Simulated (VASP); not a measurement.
The system is Hf3SnS4.

```xyz
8
Lattice="0.0000 4.5888 4.5888 4.5888 0.0000 4.5888 4.5888 4.5888 0.0000" Properties=species:S:1:pos:R:3 pbc="T T T"
Hf    0.0000    0.0000    0.0000
Hf    2.2944    2.2944    2.2944
Hf    6.8832    6.8832    6.8832
Sn    4.5888    4.5888    4.5888
S     5.8250    3.3526    5.8250
S     3.3526    3.3526    3.3526
S     3.3526    5.8250    5.8250
S     5.8250    5.8250    3.3526
```

The cell was built by a generator and needn't be a form met in nature.

| Quantity | Value |
| --- | --- |
| Program | VASP 6.6.1 |
| Task | relaxation of cell and atoms |
| Functional | PBE |
| Potentials or basis | VASP PAW PBE potentials, release 64 (Hf_pv, Sn_d, S) |
| Cutoff | 520 eV |
| k mesh | 3 × 3 × 3 |
| Occupations | gaussian, width 0.15 eV |
| Spin | no spin polarisation |

At the start: pressure 53.0 GPa; volume 24.16 Å³/atom.

Task: Where does the relaxation end?

Result: Over 15 steps the energy falls by 2123.0 meV/atom and the volume is 41.52 Å³/atom (+71.9 %); space group F-43m (No. 216, to 0.05 Å).

The path:
```csv
step,energy change (eV),largest force (eV/Å),pressure (GPa),volume (Å³)
1,0.0000,15.7558,52.99,193.25
2,6.6120,18.3002,10.67,513.95
3,3.6146,16.8550,10.03,465.62
4,0.0954,16.0020,8.94,422.35
5,-9.1566,13.5281,10.80,293.04
6,-11.0692,9.4561,20.48,239.70
7,-13.3290,1.0870,-3.46,443.96
8,-16.7021,1.0711,0.05,317.60
9,-16.8373,0.9771,-0.25,336.49
10,-16.8396,0.8101,-1.59,356.11
11,-16.9005,0.9222,-0.73,341.46
12,-16.9034,0.9063,-0.87,339.18
13,-16.9764,0.0269,0.43,328.16
14,-16.9782,0.1636,0.30,329.57
15,-16.9837,0.0484,0.19,332.13
```

Final structure:
```yaml
crystal:
  lattice:
    - [0.00000, 5.49657, 5.49657]
    - [5.49657, 0.00000, 5.49657]
    - [5.49657, 5.49657, 0.00000]
  atoms:
    - { symbol: Hf, position: [0.00000, 0.00000, 0.00000] }
    - { symbol: Hf, position: [0.25000, 0.25000, 0.25000] }
    - { symbol: Hf, position: [0.75000, 0.75000, 0.75000] }
    - { symbol: Sn, position: [0.50000, 0.50000, 0.50000] }
    - { symbol: S, position: [0.37228, 0.88318, 0.37228] }
    - { symbol: S, position: [0.37228, 0.37228, 0.37228] }
    - { symbol: S, position: [0.88318, 0.37228, 0.37228] }
    - { symbol: S, position: [0.37228, 0.37228, 0.88318] }
```

Caveat: the k mesh is coarse (spacing up to 0.40 Å⁻¹), so the values aren't converged; the volume moved by over 15 % at a fixed basis, so the end points are rough.
